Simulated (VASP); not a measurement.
A run of VASP 6.6.1 is set up as follows.

File INCAR:

```
PREC = Accurate
ENCUT = 520
EDIFF = 1E-7
ISMEAR = 0
SIGMA = 0.1
LREAL = False
LASPH = True
NELM = 100
ALGO = Normal
ISIF = 3
LWAVE = False
LCHARG = False
GGA = PE
IBRION = 2
NSW = 80
EDIFFG = -0.15
```

File KPOINTS:

```
regular mesh
0
Gamma
  18 18 18
```

The input POSCAR:

```
Pt
1.0
    0.0000000000      1.9609000000      1.9609000000
    1.9609000000      0.0000000000      1.9609000000
    1.9609000000      1.9609000000      0.0000000000
Pt
1
Direct
    0.0000000000      0.0000000000      0.0000000000
```

Potentials or basis: VASP PAW PBE potentials, release 64 (Pt).

Command:

```sh
$ cat potpaw_PBE.64/Pt/POTCAR > POTCAR
$ mpirun -np 1 vasp_std > vasp.out
```

Task: What does it give for the space group after relaxing (to 0.05 Å)?

Result: Fm-3m (No. 225).

Task: Estimate the relaxed cell.

Result: a = 2.807 Å, b = 2.807 Å, c = 2.807 Å, α = 60.00°, β = 60.00°, γ = 60.00°.

Task: Estimate the relaxed volume.

Result: 15.63 Å³/atom.

The path:
```tsv
step	energy change (eV)	largest force (eV/Å)	pressure (GPa)	volume (Å³)
1	0.0000	0.0000	9.52	15.08
2	0.0772	0.0000	-17.70	17.12
3	-0.0152	0.0000	-0.30	15.63
```

Spin-orbit coupling is left out, which matters for the levels of Pt. PBE usually gives volumes a little too large and moduli too small.
